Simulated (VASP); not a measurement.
Calculation: AM05 GGA, VASP's PBE PAW potentials (set 64) (plane waves; VASP).

The input files of a VASP run:

**KPOINTS**
```
kpoints
0
Gamma
6 6 6
```

INCAR:
```
ENCUT = 520   # plane-wave cut-off (eV)
LREAL = .False.
SIGMA = 0.05   # width (eV)
EDIFFG = -0.01   # ionic stop
ALGO = Normal   # blocked Davidson
NELM = 100
IBRION = 2   # conjugate gradients
LCHARG = .False.
EDIFF = 1E-7
GGA = AM
LWAVE = .False.
ISMEAR = 0
SYSTEM = BaTiO3
PREC = Accurate
LMAXMIX = 4   # l cut-off of mixed one-centre charges
ISIF = 4   # ions and shape, fixed volume
NSW = 30   # most ionic steps
LASPH = .True.
```

POSCAR:
```
BaTiO3
1
    3.9258157820     0.0000000000     0.0000000000
    0.0000000000     3.9258157820     0.0000000000
    0.0000000000     0.0000000000     4.0727097716
Ba Ti O
1 1 3
Direct
  0.0000000000   0.0000000000   0.0052854951
  0.5000000000   0.5000000000   0.5244121229
  0.5000000000   0.5000000000   0.9672671412
  0.0000000000   0.5000000000   0.4835176205
  0.5000000000   0.0000000000   0.4835176205
```

POTCAR, in this order: Ba_sv Ti_sv O (PBE.64 set). Program: vasp_std.

Output

OSZICAR:
```
...
DAV:   2    -0.499295103536E+01   -0.47085E+03   -0.46136E+03  2400   0.497E+02
DAV:   3    -0.485625379300E+02   -0.43570E+02   -0.43518E+02  2856   0.147E+02
DAV:   4    -0.504513444251E+02   -0.18888E+01   -0.18880E+01  2720   0.275E+01
DAV:   5    -0.505104190685E+02   -0.59075E-01   -0.59073E-01  2728   0.370E+00    0.248E+01
DAV:   6    -0.408699444527E+02    0.96405E+01   -0.66945E+01  3016   0.787E+01    0.103E+01
DAV:   7    -0.408843930208E+02   -0.14449E-01   -0.10586E+01  2504   0.246E+01    0.717E+00
DAV:   8    -0.407700415969E+02    0.11435E+00   -0.13454E+00  2568   0.119E+01    0.226E+00
DAV:   9    -0.407712329268E+02   -0.11913E-02   -0.21603E-01  2416   0.375E+00    0.938E-01
DAV:  10    -0.407688949661E+02    0.23380E-02   -0.90933E-02  2696   0.238E+00    0.656E-01
DAV:  11    -0.407645309193E+02    0.43640E-02   -0.39967E-02  2800   0.149E+00    0.174E-01
DAV:  12    -0.407641664360E+02    0.36448E-03   -0.26994E-03  2328   0.500E-01    0.403E-02
DAV:  13    -0.407643336210E+02   -0.16718E-03   -0.16250E-03  2728   0.345E-01    0.102E-01
DAV:  14    -0.407641836519E+02    0.14997E-03   -0.66970E-04  2648   0.207E-01    0.134E-02
DAV:  15    -0.407641836860E+02   -0.34075E-07   -0.29531E-05  2408   0.353E-02    0.484E-03
DAV:  16    -0.407641844128E+02   -0.72688E-06   -0.22944E-06  2560   0.144E-02    0.658E-03
DAV:  17    -0.407641837372E+02    0.67569E-06   -0.27759E-06  2776   0.129E-02    0.607E-04
DAV:  18    -0.407641837329E+02    0.42260E-08   -0.10298E-07  1176   0.252E-03
   1 F= -.40764184E+02 E0= -.40764184E+02  d E =-.407642E+02
       N       E                     dE             d eps       ncg     rms          rms(c)
DAV:   1    -0.407555013959E+02    0.86823E-02   -0.26450E+00  2192   0.191E+01    0.488E-01
DAV:   2    -0.407699443197E+02   -0.14443E-01   -0.17316E-01  2024   0.293E+00    0.478E-01
DAV:   3    -0.407697634242E+02    0.18090E-03   -0.82555E-03  2736   0.688E-01    0.279E-01
DAV:   4    -0.407695631228E+02    0.20030E-03   -0.16011E-03  2392   0.382E-01    0.120E-01
DAV:   5    -0.407695450302E+02    0.18093E-04   -0.44047E-04  2360   0.176E-01    0.261E-02
DAV:   6    -0.407695358671E+02    0.91630E-05   -0.67929E-05  2440   0.784E-02    0.132E-02
DAV:   7    -0.407695352229E+02    0.64417E-06   -0.18963E-05  2504   0.371E-02    0.661E-03
DAV:   8    -0.407695344733E+02    0.74966E-06   -0.77784E-06  2368   0.199E-02    0.149E-03
DAV:   9    -0.407695344844E+02   -0.11125E-07   -0.57812E-07  2112   0.542E-03
   2 F= -.40769534E+02 E0= -.40769534E+02  d E =-.535075E-02
       N       E                     dE             d eps       ncg     rms          rms(c)
DAV:   1    -0.407695216312E+02    0.12842E-04   -0.35599E-03  2200   0.702E-01    0.169E-02
DAV:   2    -0.407695409662E+02   -0.19335E-04   -0.23015E-04  2000   0.107E-01    0.164E-02
DAV:   3    -0.407695407091E+02    0.25710E-06   -0.11260E-05  2760   0.252E-02    0.947E-03
DAV:   4    -0.407695404012E+02    0.30786E-06   -0.20351E-06  2384   0.134E-02    0.423E-03
DAV:   5    -0.407695403749E+02    0.26340E-07   -0.55795E-07  2088   0.623E-03
   3 F= -.40769540E+02 E0= -.40769540E+02  d E =-.535664E-02
       N       E                     dE             d eps       ncg     rms          rms(c)
DAV:   1    -0.407766441856E+02   -0.71038E-02   -0.95159E-01  2008   0.104E+01    0.596E-01
DAV:   2    -0.407759268188E+02    0.71737E-03   -0.60780E-02  2000   0.183E+00    0.378E-01
DAV:   3    -0.407730708208E+02    0.28560E-02   -0.75572E-03  2576   0.776E-01    0.123E-01
DAV:   4    -0.407728247845E+02    0.24604E-03   -0.15414E-03  2592   0.343E-01    0.401E-02
DAV:   5    -0.407728211965E+02    0.35880E-05   -0.20514E-04  2544   0.117E-01    0.185E-02
DAV:   6    -0.407728177564E+02    0.34402E-05   -0.27131E-05  2536   0.421E-02    0.109E-02
DAV:   7    -0.407728181726E+02   -0.41622E-06   -0.49088E-06  2456   0.185E-02    0.370E-03
DAV:   8    -0.407728180494E+02    0.12319E-06   -0.19271E-06  2376   0.977E-03    0.862E-04
DAV:   9    -0.407728180522E+02   -0.27599E-08   -0.98955E-08  1176   0.267E-03
   4 F= -.40772818E+02 E0= -.40772818E+02  d E =-.327768E-02
       N       E                     dE             d eps       ncg     rms          rms(c)
DAV:   1    -0.407780324944E+02   -0.52144E-02   -0.10360E+00  2016   0.108E+01    0.622E-01
DAV:   2    -0.407772657787E+02    0.76672E-03   -0.66160E-02  2000   0.191E+00    0.393E-01
DAV:   3    -0.407741563064E+02    0.31095E-02   -0.83480E-03  2584   0.817E-01    0.129E-01
DAV:   4    -0.407738868698E+02    0.26944E-03   -0.17086E-03  2592   0.359E-01    0.418E-02
DAV:   5    -0.407738831120E+02    0.37578E-05   -0.22622E-04  2528   0.122E-01    0.195E-02
DAV:   6    -0.407738792296E+02    0.38824E-05   -0.30503E-05  2512   0.448E-02    0.114E-02
DAV:   7    -0.407738796744E+02   -0.44480E-06   -0.54831E-06  2408   0.195E-02    0.395E-03
DAV:   8    -0.407738795310E+02    0.14339E-06   -0.21978E-06  2424   0.104E-02    0.937E-04
DAV:   9    -0.407738795338E+02   -0.28231E-08   -0.11359E-07  1168   0.287E-03
   5 F= -.40773880E+02 E0= -.40773880E+02  d E =-.433916E-02
       N       E                     dE             d eps       ncg     rms          rms(c)
DAV:   1    -0.407733242189E+02    0.55531E-03   -0.21399E-01  2224   0.539E+00    0.100E-01
DAV:   2    -0.407744178783E+02   -0.10937E-02   -0.13153E-02  1992   0.846E-01    0.680E-02
DAV:   3    -0.407744223502E+02   -0.44719E-05   -0.54521E-04  2696   0.164E-01    0.394E-02
DAV:   4    -0.407744067509E+02    0.15599E-04   -0.63224E-05  2608   0.793E-02    0.194E-02
DAV:   5    -0.407744050390E+02    0.17119E-05   -0.18821E-05  2640   0.380E-02    0.561E-03
DAV:   6    -0.407744050090E+02    0.29967E-07   -0.17964E-06  2632   0.123E-02    0.307E-03
DAV:   7    -0.407744049773E+02    0.31679E-07   -0.37059E-07  1744   0.509E-03
   6 F= -.40774405E+02 E0= -.40774405E+02  d E =-.525444E-03
       N       E                     dE             d eps       ncg     rms          rms(c)
DAV:   1    -0.407732091164E+02    0.11959E-02   -0.27327E-01  2224   0.609E+00    0.113E-01
DAV:   2    -0.407746098659E+02   -0.14007E-02   -0.16811E-02  2000   0.956E-01    0.759E-02
DAV:   3    -0.407746153375E+02   -0.54716E-05   -0.69439E-04  2688   0.184E-01    0.440E-02
DAV:   4    -0.407745953371E+02    0.20000E-04   -0.80662E-05  2608   0.897E-02    0.215E-02
DAV:   5    -0.407745932274E+02    0.21097E-05   -0.24007E-05  2640   0.427E-02    0.632E-03
DAV:   6    -0.407745931810E+02    0.46372E-07   -0.22382E-06  2608   0.138E-02    0.346E-03
DAV:   7    -0.407745931404E+02    0.40529E-07   -0.48453E-07  2048   0.576E-03
   7 F= -.40774593E+02 E0= -.40774593E+02  d E =-.713607E-03
       N       E                     dE             d eps       ncg     rms          rms(c)
DAV:   1    -0.407745909698E+02    0.22112E-05   -0.54161E-04  2224   0.270E-01    0.506E-03
DAV:   2    -0.407745936724E+02   -0.27026E-05   -0.32796E-05  1992   0.422E-02    0.330E-03
DAV:   3    -0.407745936897E+02   -0.17291E-07   -0.13970E-06  2680   0.814E-03    0.188E-03
DAV:   4    -0.407745936571E+02    0.32561E-07   -0.12317E-07  1240   0.379E-03
   8 F= -.40774594E+02 E0= -.40774594E+02  d E =-.714123E-03
       N       E                     dE             d eps       ncg     rms          rms(c)
DAV:   1    -0.407745239108E+02    0.69779E-04   -0.12637E-02  2248   0.161E+00    0.315E-02
DAV:   2    -0.407746313065E+02   -0.10740E-03   -0.12467E-03  1944   0.242E-01    0.237E-02
DAV:   3    -0.407746319555E+02   -0.64896E-06   -0.52771E-05  2712   0.523E-02    0.134E-02
DAV:   4    -0.407746308445E+02    0.11110E-05   -0.56629E-06  2552   0.249E-02    0.722E-03
DAV:   5    -0.407746306925E+02    0.15207E-06   -0.17676E-06  2576   0.120E-02    0.158E-03
DAV:   6    -0.407746306724E+02    0.20058E-07   -0.23063E-07  2008   0.512E-03
   9 F= -.40774631E+02 E0= -.40774631E+02  d E =-.370153E-04
```

File OUTCAR:
```
------------------------ aborting loop because EDIFF is reached ----------------------------------------
  FORCE on cell =-STRESS in cart. coord.  units (eV):
  Direction    XX          YY          ZZ          XY          YZ          ZX
  --------------------------------------------------------------------------------------
  Total        1.4457163      1.4457163      1.4746518      0.0000000      0.0000000      0.0000000
  in kB       36.9020382     36.9020382     37.6406191      0.0000000      0.0000000      0.0000000
  external PRESSURE =      37.1482318 kB  Pullay stress =       0.0000000 kB
  volume of cell :       62.77
      direct lattice vectors                 reciprocal lattice vectors
     3.950481121  0.000000000  0.000000000     0.253133725  0.000000000  0.000000000
     0.000000000  3.950481121 -0.000000000     0.000000000  0.253133725  0.000000000
     0.000000000 -0.000000000  4.022011558     0.000000000  0.000000000  0.248631807
 POSITION                                       TOTAL-FORCE (eV/Angst)
 -----------------------------------------------------------------------------------
      0.00000      3.95048      0.00433        -0.000000      0.000000     -0.003729
      1.97524      1.97524      2.07743        -0.000000     -0.000000      0.002448
      1.97524      1.97524      3.92396        -0.000000     -0.000000      0.001498
      0.00000      1.97524      1.95226         0.000000      0.000000     -0.000108
      1.97524     -0.00000      1.95226        -0.000000      0.000000     -0.000108
 -----------------------------------------------------------------------------------
    total drift:                                0.000000      0.000000      0.000403
  FREE ENERGIE OF THE ION-ELECTRON SYSTEM (eV)
  ---------------------------------------------------
  free  energy   TOTEN  =       -40.7746306724 eV

  energy  without entropy=      -40.7746306724  energy(sigma->0) =      -40.77463067

 reached required accuracy - stopping structural energy minimisation
```
(Selected blocks of OUTCAR.)

**CONTCAR**
```
BaTiO3
   1.00000000000000
     3.9504811214874671    0.0000000000000000    0.0000000000000000
     0.0000000000000000    3.9504811214874671   -0.0000000000000000
     0.0000000000000000   -0.0000000000000000    4.0220115579377786
  Ba              Ti              O
     1     1     3
Direct
     0.0000000000000000    1.0000000000000000    0.0010777138884430
     0.5000000000000000    0.5000000000000000    0.5165145208698899
     0.5000000000000000    0.5000000000000000    0.9756219909650994
     0.0000000000000000    0.5000000000000000    0.4853928872382849
     0.5000000000000000    0.0000000000000000    0.4853928872382849
```

The compound is BaTiO3 in the tetragonal perovskite structure. This cell is one point of a volume scan, at 0.97 of the reference volume. Symmetry was kept, so distortions that lower it aren't found.
